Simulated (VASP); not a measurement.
VASP ran on this input.

File POSCAR:
```
TePb
1
    0.0000000000     3.2277190000     3.2277190000
    3.2277190000     0.0000000000     3.2277190000
    3.2277190000     3.2277190000     0.0000000000
Te Pb
1 1
Direct
  0.0000000000   0.0000000000   0.0000000000
  0.5000000000   0.5000000000   0.5000000000
```

**INCAR**
```
! general
SYSTEM   = TePb
PREC     = Accurate
ENCUT    = 300
LREAL    = .False.
LASPH    = .True.
ISYM     = 3

! electronic loop
EDIFF    = 1E-6
NELM     = 100
ALGO     = Normal
LMAXMIX  = 4

! smearing
ISMEAR   = 0
SIGMA    = 0.02

! functional
GGA      = PE
LHFCALC  = .True.
AEXX     = 0.25
HFSCREEN = 0.2
PRECFOCK = Fast

! ions
ISIF     = 2

! output
LWAVE    = .False.
LCHARG   = .False.
```

### KPOINTS
```
kpoints
0
Gamma
6 6 6
0 0 0
```

POTCAR, in this order: Te Pb_d (PBE.64 set). Program: vasp_std.

Q: Translate this HSE06 calculation to Quantum ESPRESSO's pw.x.

A: One equivalent input (not run):
```
&CONTROL
  calculation = 'scf'
  pseudo_dir = './pseudo'
  outdir = './out'
  tprnfor = .true.
  tstress = .false.
/
&SYSTEM
  ibrav = 0
  nat = 2
  ntyp = 2
  ecutwfc = 82.3
  occupations = 'smearing'
  smearing = 'gaussian'
  degauss = 0.00147
  input_dft = 'hse'
  nqx1 = 6
  nqx2 = 6
  nqx3 = 6
  screening_parameter = 0.1058
/
&ELECTRONS
  conv_thr = 7.3e-08
  electron_maxstep = 100
/
ATOMIC_SPECIES
  Te 127.600 Te.upf
  Pb 207.200 Pb.upf
CELL_PARAMETERS angstrom
     0.0000000    3.2277190    3.2277190
     3.2277190    0.0000000    3.2277190
     3.2277190    3.2277190    0.0000000
ATOMIC_POSITIONS crystal
  Te   0.0000000  0.0000000  0.0000000
  Pb   0.5000000  0.5000000  0.5000000
K_POINTS automatic
  6 6 6 0 0 0
```
Limits of the translation: the potentials are each code's own (VASP's PAW set, PseudoDojo norm-conserving files in pw.x), so ENCUT and ecutwfc are chosen apart and not converted; conv_thr bounds pw.x's estimated SCF error, while EDIFF bounds the energy change between steps.

The structure comes from a computed database's TePb entry; how it stands against other phases isn't given here. The cell was not relaxed at this level. The run is one of a series of settings (KPOINTS 6×6×6 Γ-centred mesh against the base run), some of them coarse on purpose.
